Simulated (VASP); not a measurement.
These are PBE GGA, VASP's PBE PAW potentials (set 64) (plane waves; VASP) values and carry that method's errors.

A VASP calculation is set up with these files.

### KPOINTS
```
Automatic mesh
0
Gamma
15 15 15
0 0 0
```

**POSCAR**
```
SiC
1
   -0.0000000000     2.1896998039     2.1896998039
    2.1896998039     0.0000000000     2.1896998039
    2.1896998039     2.1896998039    -0.0000000000
Si C
1 1
Direct
  0.0000000000   0.0000000000   0.0000000000
  0.2500000000   0.2500000000   0.2500000000
```

INCAR:
```
SYSTEM  =  SiC
PREC  =  Accurate; ENCUT  =  520; LREAL  =  F
LASPH  =  T
EDIFF  =  1E-8; NELM  =  100; ALGO  =  Normal
ISMEAR  =  0; SIGMA  =  0.01
GGA  =  PE
IBRION  =  8; NSW  =  1
LWAVE  =  F; LCHARG  =  F
LEPSILON  =  T
```

POTCAR, in this order: Si C (PBE.64 set). Program: vasp_std.

The run wrote:

File OUTCAR:
```


 HEAD OF MICROSCOPIC STATIC DIELECTRIC TENSOR (INDEPENDENT PARTICLE, excluding Hartree and local field effects)
 ------------------------------------------------------
           7.237960    -0.000000    -0.000000
          -0.000000     7.237960     0.000000
          -0.000000    -0.000000     7.237960
 ------------------------------------------------------

 MACROSCOPIC STATIC DIELECTRIC TENSOR (including local field effects in DFT)
 ------------------------------------------------------
           7.004028     0.000000     0.000000
           0.000000     7.004028    -0.000000
          -0.000000    -0.000000     7.004028
 ------------------------------------------------------

 PIEZOELECTRIC TENSOR (including local field effects)  for field in x, y, z        (e  Angst)
          XX          YY          ZZ          XY          YZ          ZX
  --------------------------------------------------------------------------------
  x     0.00000     0.00000    -0.00000     0.00000    -1.28776     0.00000
  y    -0.00000    -0.00000     0.00000     0.00000     0.00000    -1.28776
  z    -0.00000    -0.00000     0.00000    -1.28776     0.00000     0.00000

 PIEZOELECTRIC TENSOR (including local field effects)  for field in x, y, z        (C/m^2)
          XX          YY          ZZ          XY          YZ          ZX
  --------------------------------------------------------------------------------
  x     0.00000     0.00000    -0.00000     0.00000    -0.98257     0.00000
  y    -0.00000    -0.00000     0.00000     0.00000     0.00000    -0.98257
  z    -0.00000    -0.00000     0.00000    -0.98257     0.00000     0.00000

 BORN EFFECTIVE CHARGES (including local field effects) (in |e|, cummulative output)
 ---------------------------------------------------------------------------------
 ion    1
    1     2.68342     0.00000     0.00000
    2     0.00000     2.68342     0.00000
    3    -0.00000    -0.00000     2.68342
 ion    2
    1    -2.68342     0.00000    -0.00000
    2     0.00000    -2.68342     0.00000
    3     0.00000     0.00000    -2.68342

   1 f  =   23.234224 THz   145.984934 2PiTHz  775.010287 cm-1    96.088986 meV

   2 f  =   23.234224 THz   145.984934 2PiTHz  775.010287 cm-1    96.088986 meV

   3 f  =   23.234224 THz   145.984934 2PiTHz  775.010287 cm-1    96.088986 meV

   4 f/i=    0.001997 THz     0.012547 2PiTHz    0.066611 cm-1     0.008259 meV

   5 f/i=    0.001997 THz     0.012547 2PiTHz    0.066611 cm-1     0.008259 meV

   6 f/i=    0.001997 THz     0.012547 2PiTHz    0.066611 cm-1     0.008259 meV

 MACROSCOPIC STATIC DIELECTRIC TENSOR IONIC CONTRIBUTION
 ------------------------------------------------------
           3.339528     0.000000     0.000000
           0.000000     3.339528    -0.000000
           0.000000    -0.000000     3.339528
 ------------------------------------------------------

 ELASTIC MODULI CONTR FROM IONIC RELAXATION (kBar)
 Direction    XX          YY          ZZ          XY          YZ          ZX
 --------------------------------------------------------------------------------
 XX          -0.0000     -0.0000     -0.0000      0.0000      0.0000      0.0000
 YY          -0.0000     -0.0000     -0.0000      0.0000      0.0000      0.0000
 ZZ          -0.0000     -0.0000     -0.0000      0.0000      0.0000      0.0000
 XY           0.0000      0.0000      0.0000   -214.6138      0.0000      0.0000
 YZ           0.0000      0.0000      0.0000      0.0000   -214.6138      0.0000
 ZX           0.0000      0.0000      0.0000      0.0000      0.0000   -214.6138
 --------------------------------------------------------------------------------

 PIEZOELECTRIC TENSOR IONIC CONTR  for field in x, y, z        (C/m^2)
          XX          YY          ZZ          XY          YZ          ZX
  --------------------------------------------------------------------------------
  x    -0.00000    -0.00000    -0.00000     0.00000     0.79661     0.00000
  y    -0.00000     0.00000    -0.00000     0.00000     0.00000     0.79661
  z    -0.00000    -0.00000     0.00000     0.79661    -0.00000    -0.00000
```
(Selected blocks of OUTCAR.)

File OUTCAR:
```
 val. band max:        7.9427338606   @ k =   0.0000   0.0000   0.0000

 cond. band min:       9.3648089035   @ k =   0.4667   0.4667   0.0000


 Fermi energy:         8.0621792548

 k-point     1 :       0.0000    0.0000    0.0000
  band No.  band energies     occupation
      1      -7.3456      2.00000
      2       7.9427      2.00000
      3       7.9427      2.00000
      4       7.9427      2.00000
      5      14.0047      0.00000
      6      15.1489      0.00000
      7      15.1489      0.00000
      8      15.1489      0.00000

 k-point     2 :       0.0667    0.0000    0.0000
  band No.  band energies     occupation
      1      -7.2596      2.00000
      2       7.4623      2.00000
      3       7.8811      2.00000
      4       7.8811      2.00000
      5      14.2030      0.00000
      6      15.2159      0.00000
      7      15.2639      0.00000
      8      15.2639      0.00000

 k-point     3 :       0.1333    0.0000    0.0000
  band No.  band energies     occupation
      1      -7.0033      2.00000
      2       6.2947      2.00000
      3       7.7181      2.00000
      4       7.7181      2.00000
      5      14.2572      0.00000
      6      15.5338      0.00000
      7      15.5338      0.00000
      8      15.7424      0.00000

 k-point     4 :       0.2000    0.0000    0.0000
  band No.  band energies     occupation
      1      -6.5820      2.00000
      2       4.8306      2.00000
      3       7.5036      2.00000
      4       7.5036      2.00000
      5      14.0166      0.00000
      6      15.7524      0.00000
      7      15.7524      0.00000
      8      16.5897      0.00000

 k-point     5 :       0.2667    0.0000    0.0000
  band No.  band energies     occupation
      1      -6.0076      2.00000
      2       3.2940      2.00000
      3       7.2866      2.00000
      4       7.2866      2.00000
      5      13.7344      0.00000
      6      15.7297      0.00000
      7      15.7297      0.00000
...
```

The compound is SiC in the zinc blende structure. It was relaxed first.
